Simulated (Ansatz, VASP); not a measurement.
Two plane-wave programs on SiAs5

Contents of INCAR:

```
SYSTEM = SiAs5
  PREC = Accurate
  ENCUT = 600
  EDIFF = 1E-6
  ISMEAR = 0
  SIGMA = 0.1
  LREAL = .False.
  LASPH = .True.
  NELM = 80
  ALGO = Normal
  ISIF = 3
  LWAVE = .False.
  LCHARG = .False.
  GGA = PE
  IBRION = 2
  NSW = 90
  EDIFFG = -0.04
```

The input KPOINTS:

```
regular mesh
0
Gamma
  3 3 4
  0 0 0
```

File POSCAR:

```
SiAs5
1.0
    5.8324116000      0.0000000000      0.0000000000
   -2.9162058000      5.0510166100      0.0000000000
    0.0000000000      0.0000000000      5.2692788900
Si As
1 5
Direct
    0.0000000000      0.0000000000      0.5000000000
    0.6605330100      0.0000000000      0.0000000000
    0.0000000000      0.6605330100      0.0000000000
    0.3394669900      0.3394669900      0.0000000000
    0.3333333300      0.6666666700      0.5000000000
    0.6666666700      0.3333333300      0.5000000000
```

Input for Ansatz:

```yaml
crystal:
  lattice:
    - [5.8324116, 0.0, 0.0]
    - [-2.9162058, 5.05101661, 0.0]
    - [0.0, 0.0, 5.26927889]
  atoms:
    - { symbol: Si, position: [0.0, 0.0, 0.5] }
    - { symbol: As, position: [0.66053301, 0.0, 0.0] }
    - { symbol: As, position: [0.0, 0.66053301, 0.0] }
    - { symbol: As, position: [0.33946699, 0.33946699, 0.0] }
    - { symbol: As, position: [0.33333333, 0.66666667, 0.5] }
    - { symbol: As, position: [0.66666667, 0.33333333, 0.5] }
basis:
  ecutwfc: 420
kpoints:
  mp_grid: { grid: [3, 3, 4] }
hamiltonian:
  xc: pbe
scf:
  occupations: { method: gaussian, width: 0.1 }
  lower_state_search: "off"
output:
  forces: true
  stress: true
  eigenvalues: true
relax:
  adjacent_minimum: "off"
  f_tol: 0.04
  max_steps: 70
  cell: { stress_tol: 0.4 }
```

Change from the starting cell: species swapped into the Hf5Sc type (P-62m, No. 189).

Alike in both runs: task relaxation of cell and atoms; functional PBE; k mesh 3 × 3 × 4; occupations gaussian, width 0.1 eV; no spin polarisation.

```csv
,VASP,Ansatz
version,VASP 6.6.1,Ansatz 0.2.0
potentials or method,"VASP PAW PBE potentials, release 64 (Si, As)","scalar-relativistic, plane waves, PAW"
plane-wave cutoff (eV),600,420
valence electrons in the cell,29,79
```

```tsv
	VASP	Ansatz	Ansatz less VASP
gap on the k mesh at the Fermi level, each at its own relaxed structure (eV)	none	none	-
relaxed volume (Å³/atom)	19.53	19.54	+0.006
relaxed cell length with the largest relative difference (Å)	5.259	5.251	-0.0074
energy change over the relaxation (meV/atom)	-458	-463	-5.1
```

A gap of «none» marks a metal or a gap that the smearing closes. The two sets of potentials don't hold the same shells in valence.

Caveats: the k mesh is coarse (spacing up to 0.41 Å⁻¹), so the values aren't converged; the volume moved by over 15 % at a fixed basis, so the end points are rough (VASP); the bands computed are all filled at some k points, so no gap is given.
